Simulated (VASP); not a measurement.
Output of a VASP run:

### OUTCAR
```
 ion  position               nearest neighbor table
   1  0.000  0.000  0.000-   2 2.44   3 2.44   4 2.44   2 2.44   3 2.44   2 2.44   4 2.44   2 2.44
                             3 2.44   4 2.44   3 2.44   4 2.44
   2  0.000  0.500  0.500-   1 2.44   3 2.44   4 2.44   1 2.44   4 2.44   1 2.44   3 2.44   1 2.44
                             3 2.44   4 2.44   4 2.44   3 2.44
   3  0.500  0.000  0.500-   1 2.44   2 2.44   4 2.44   1 2.44   4 2.44   2 2.44   4 2.44   4 2.44
                             1 2.44   2 2.44   1 2.44   2 2.44
   4  0.500  0.500  0.000-   1 2.44   2 2.44   3 2.44   2 2.44   3 2.44   1 2.44   3 2.44   3 2.44
                             1 2.44   2 2.44   2 2.44   1 2.44
  LATTYP: Found a simple cubic cell.
 ALAT       =     3.4443139082
 Subroutine PRICEL returns:
 Original cell was already a primitive cell.
 Subroutine GETGRP returns: Found 48 space group operations
The static configuration has the point symmetry O_h .
The dynamic configuration has the point symmetry O_h .
The overall configuration has the point symmetry O_h .
 Subroutine INISYM returns: Found 48 space group operations
 Subroutine IBZKPT returns following result:
 Found     35 irreducible k-points:

 Following reciprocal coordinates:
            Coordinates               Weight
  0.000000  0.000000  0.000000      1.000000
  0.125000  0.000000  0.000000      6.000000
  0.250000  0.000000  0.000000      6.000000
  0.375000  0.000000  0.000000      6.000000
  0.500000  0.000000  0.000000      3.000000
  0.125000  0.125000  0.000000     12.000000
  0.250000  0.125000  0.000000     24.000000
  0.375000  0.125000  0.000000     24.000000
  0.500000  0.125000  0.000000     12.000000
  0.250000  0.250000  0.000000     12.000000
  0.375000  0.250000  0.000000     24.000000
  0.500000  0.250000  0.000000     12.000000
  0.375000  0.375000  0.000000     12.000000
  0.500000  0.375000  0.000000     12.000000
  0.500000  0.500000  0.000000      3.000000
  0.125000  0.125000  0.125000      8.000000
  0.250000  0.125000  0.125000     24.000000
  0.375000  0.125000  0.125000     24.000000
  0.500000  0.125000  0.125000     12.000000
  0.250000  0.250000  0.125000     24.000000
  0.375000  0.250000  0.125000     48.000000
  0.500000  0.250000  0.125000     24.000000
  0.375000  0.375000  0.125000     24.000000
  0.500000  0.375000  0.125000     24.000000
  0.500000  0.500000  0.125000      6.000000
  0.250000  0.250000  0.250000      8.000000
  0.375000  0.250000  0.250000     24.000000
  0.500000  0.250000  0.250000     12.000000
  0.375000  0.375000  0.250000     24.000000
  0.500000  0.375000  0.250000     24.000000
  0.500000  0.500000  0.250000      6.000000
  0.375000  0.375000  0.375000      8.000000
  0.500000  0.375000  0.375000     12.000000
  0.500000  0.500000  0.375000      6.000000
  0.500000  0.500000  0.500000      1.000000
   k-points           NKPTS =     35   k-points in BZ     NKDIM =     35   number of bands    NBANDS=     25
   number of dos      NEDOS =    301   number of ions     NIONS =      4
   total plane-waves  NPLWV =  21952
   dimension x,y,z NGX =    28 NGY =   28 NGZ =   28
   dimension x,y,z NGXF=    56 NGYF=   56 NGZF=   56
   ions per type =               1   3
   PREC   = accura    normal or accurate (medium, high low for compatibility)
   ISTART =      0    job   : 0-new  1-cont  2-samecut
   ICHARG =      2    charge: 1-file 2-atom 10-const
   ISPIN  =      2    spin polarized calculation?
   LNONCOLLINEAR =      F non collinear calculations
   LSORBIT =      F    spin-orbit coupling
   INIWAV =      1    electr: 0-lowe 1-rand  2-diag
   ENCUT  =  480.0 eV  35.28 Ry    5.94 a.u.   6.15  6.15  6.15*2*pi/ulx,y,z
   NELM   =    100;   NELMIN=  2; NELMDL= -5     # of ELM steps
   EDIFF  = 0.1E-06   stopping-criterion for ELM
   LREAL  =      F    real-space projection
   NLSPLINE    = F    spline interpolate recip. space projectors
   LMAXMIX     =    4 max onsite mixed and CHGCAR
   VOSKOWN=      0    Vosko Wilk Nusair interpolation
   EDIFFG = -.1E-01   stopping-criterion for IOM
   NSW    =     40    number of steps for IOM
...
```

**OSZICAR**
```
...
DAV:   2    -0.156951424671E+02   -0.24995E+03   -0.24144E+03  3540   0.365E+02
DAV:   3    -0.287212825576E+02   -0.13026E+02   -0.12384E+02  3609   0.116E+02
DAV:   4    -0.288982954125E+02   -0.17701E+00   -0.17676E+00  3751   0.141E+01
DAV:   5    -0.289034195095E+02   -0.51241E-02   -0.51238E-02  4880   0.197E+00    0.224E+01
DAV:   6    -0.257520492058E+02    0.31514E+01   -0.36017E+01  3611   0.939E+01    0.162E+01
DAV:   7    -0.284324786979E+02   -0.26804E+01   -0.18061E+01  4105   0.110E+02    0.246E+01
DAV:   8    -0.247402856638E+02    0.36922E+01   -0.13281E+01  4309   0.562E+01    0.531E+00
DAV:   9    -0.248164761555E+02   -0.76190E-01   -0.52696E-01  3980   0.892E+00    0.317E+00
DAV:  10    -0.247843221463E+02    0.32154E-01   -0.83674E-02  4783   0.717E+00    0.143E+00
DAV:  11    -0.247834964131E+02    0.82573E-03   -0.23035E-02  5293   0.181E+00    0.892E-01
DAV:  12    -0.247849629904E+02   -0.14666E-02   -0.49761E-03  4195   0.183E+00    0.200E-01
DAV:  13    -0.247850930282E+02   -0.13004E-03   -0.13001E-03  4777   0.414E-01    0.117E-01
DAV:  14    -0.247851180776E+02   -0.25049E-04   -0.11629E-04  4202   0.230E-01    0.711E-02
DAV:  15    -0.247851195816E+02   -0.15040E-05   -0.52413E-05  5019   0.167E-01    0.161E-02
DAV:  16    -0.247851186898E+02    0.89178E-06   -0.87451E-06  4169   0.360E-02    0.911E-03
DAV:  17    -0.247851187374E+02   -0.47551E-07   -0.10471E-06  4234   0.212E-02    0.213E-03
DAV:  18    -0.247851186993E+02    0.38106E-07   -0.12881E-07  2190   0.489E-03
   1 F= -.19684444E+02 E0= -.19684387E+02  d E =-.196844E+02  mag=     4.5552
       N       E                     dE             d eps       ncg     rms          rms(c)
DAV:   1    -0.247783082480E+02    0.68105E-02   -0.22475E-02  3546   0.218E+00    0.440E-01
DAV:   2    -0.247855706060E+02   -0.72624E-02   -0.41517E-02  4088   0.479E+00    0.144E+00
DAV:   3    -0.247766382497E+02    0.89324E-02   -0.25578E-02  4056   0.439E+00    0.244E-01
DAV:   4    -0.247765347856E+02    0.10346E-03   -0.12247E-03  4129   0.504E-01    0.845E-02
DAV:   5    -0.247765061701E+02    0.28615E-04   -0.94024E-05  5139   0.138E-01    0.294E-02
DAV:   6    -0.247764940415E+02    0.12129E-04   -0.16113E-05  4449   0.464E-02    0.108E-02
DAV:   7    -0.247764933477E+02    0.69375E-06   -0.16552E-06  4384   0.210E-02    0.530E-03
DAV:   8    -0.247764929976E+02    0.35006E-06   -0.27258E-07  2945   0.582E-03    0.248E-03
DAV:   9    -0.247764926258E+02    0.37186E-06   -0.57851E-08  1964   0.483E-03    0.120E-03
DAV:  10    -0.247764925093E+02    0.11653E-06   -0.40776E-08  1870   0.406E-03    0.274E-04
DAV:  11    -0.247764924907E+02    0.18550E-07   -0.67668E-09  1852   0.838E-04
   2 F= -.19684429E+02 E0= -.19684386E+02  d E =0.152177E-04  mag=     4.5505
       N       E                     dE             d eps       ncg     rms          rms(c)
DAV:   1    -0.247819053274E+02   -0.54128E-02   -0.70131E-03  3527   0.122E+00    0.245E-01
DAV:   2    -0.247841930693E+02   -0.22877E-02   -0.13272E-02  4055   0.266E+00    0.832E-01
DAV:   3    -0.247813796211E+02    0.28134E-02   -0.84747E-03  4069   0.245E+00    0.137E-01
DAV:   4    -0.247813478678E+02    0.31753E-04   -0.38373E-04  4125   0.275E-01    0.503E-02
DAV:   5    -0.247813370358E+02    0.10832E-04   -0.29431E-05  5166   0.806E-02    0.178E-02
DAV:   6    -0.247813324756E+02    0.45603E-05   -0.60755E-06  4476   0.293E-02    0.665E-03
DAV:   7    -0.247813325254E+02   -0.49807E-07   -0.71085E-07  3705   0.159E-02
   3 F= -.19684463E+02 E0= -.19684411E+02  d E =-.180907E-04  mag=     4.5531
```

File OUTCAR:
```
------------------------ aborting loop because EDIFF is reached ----------------------------------------
  FORCE on cell =-STRESS in cart. coord.  units (eV):
  Direction    XX          YY          ZZ          XY          YZ          ZX
  --------------------------------------------------------------------------------------
  Total        5.1152468      5.1152468      5.1152468     -0.0000000     -0.0000000     -0.0000000
  in kB      200.7211014    200.7211014    200.7211014     -0.0000000     -0.0000000     -0.0000000
  external PRESSURE =       0.7211014 kB  Pullay stress =     200.0000000 kB
  volume of cell :       40.83
      direct lattice vectors                 reciprocal lattice vectors
     3.443457398  0.000000000 -0.000000000     0.290405800 -0.000000000 -0.000000000
     0.000000000  3.443457398 -0.000000000    -0.000000000  0.290405800 -0.000000000
     0.000000000  0.000000000  3.443457398     0.000000000  0.000000000  0.290405800
 POSITION                                       TOTAL-FORCE (eV/Angst)
 -----------------------------------------------------------------------------------
      0.00000      0.00000      0.00000        -0.000000     -0.000000      0.000000
      0.00000      1.72173      1.72173         0.000000      0.000000      0.000000
      1.72173      0.00000      1.72173        -0.000000      0.000000      0.000000
      1.72173      1.72173     -0.00000        -0.000000     -0.000000      0.000000
 -----------------------------------------------------------------------------------
    total drift:                                0.000000      0.000000      0.000000
  FREE ENERGIE OF THE ION-ELECTRON SYSTEM (eV)
  ---------------------------------------------------
  free  energy   TOTEN  =       -24.7813325254 eV

  energy  without entropy=      -24.7811792548  energy(sigma->0) =      -24.78128144
  enthalpy is  TOTEN    =       -19.6844625312 eV   P V=        5.0968699942

 total charge

# of ion       s       p       d       tot
------------------------------------------
    1        0.509   0.576   6.192   7.277
    2        0.542   0.592   8.371   9.504
    3        0.542   0.592   8.371   9.504
    4        0.542   0.592   8.371   9.504
--------------------------------------------------
tot          2.136   2.351  31.303  35.790

 magnetization (x)

# of ion       s       p       d       tot
------------------------------------------
    1        0.010   0.000   2.775   2.786
    2       -0.016  -0.045   0.648   0.586
    3       -0.016  -0.045   0.648   0.586
    4       -0.016  -0.045   0.648   0.586
--------------------------------------------------
tot         -0.039  -0.135   4.718   4.544

 reached required accuracy - stopping structural energy minimisation
```
(Selected blocks of OUTCAR.)

**POSCAR**
```
Ni3Fe
1
    3.4443139082    -0.0000000000     0.0000000000
    0.0000000000     3.4443139082     0.0000000000
   -0.0000000000    -0.0000000000     3.4443139082
Fe Ni
1 3
Direct
  0.0000000000   0.0000000000   0.0000000000
  0.0000000000   0.5000000000   0.5000000000
  0.5000000000   0.0000000000   0.5000000000
  0.5000000000   0.5000000000   0.0000000000
```

Question: Reconstruct the remaining input files.

Answer: One answer among several that fit: the input of the run itself, PBE GGA, plane waves, VASP's PBE PAW potentials (set 64).

### INCAR
```
SYSTEM  =  Ni3Fe
PREC  =  Accurate; ENCUT  =  480; LREAL  =  .FALSE.
LASPH  =  .TRUE.
EDIFF  =  1E-7; NELM  =  100; ALGO  =  Normal
LMAXMIX  =  4
ISMEAR  =  1; SIGMA  =  0.1
GGA  =  PE
MAGMOM  =  2.9 3*0.6
ISPIN  =  2
IBRION  =  2; NSW  =  40; ISIF  =  3
EDIFFG  =  -0.01; PSTRESS  =  200
LWAVE  =  .FALSE.; LCHARG  =  .FALSE.; LORBIT  =  10
```

KPOINTS:
```
Automatic mesh
0
Gamma
8 8 8
0 0 0
```

POTCAR, in this order: Fe Ni (PBE.64 set). Program: vasp_std.

The compound is Ni3Fe in the L1_2 structure. This run relaxes it under an external pressure of 20 GPa. Symmetry was kept, so distortions that lower it aren't found.
